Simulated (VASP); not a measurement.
Computed with PW91 GGA, VASP's PBE PAW potentials (set 64) (plane waves; VASP 6.6.1). For the first row: Numerical set-up: 520 eV cut-off, 7×7×7 Γ-centred mesh, Gaussian smearing of 0.050 eV, potentials Sb.

| system | energy (eV/atom) |
|---|---|
| Sb (a7) | -4.1671 |
| Sb atom | -1.3441 |

Atoms are spin-polarised in a large box without symmetry, with the spin fixed by Hund's rule, and may not be in the lowest state of each functional; no zero-point energy is added.  Spin-orbit coupling is left out, which shifts such energies by up to tenths of an eV for the heavy elements here.

Task: What is the cohesive energy per atom of Sb?

Result: The references average (2×(-1.3441))/2 = -1.3441 eV, so the cohesive energy is -1.3441 − (-4.1671) = 2.823 eV/atom. Measured: 2.750 eV/atom at 0 K (as given by Kittel, Introduction to Solid State Physics (2005); 0 K, 1 atm; zero-point vibration energy not added).

The compound is Sb in the a7 structure.
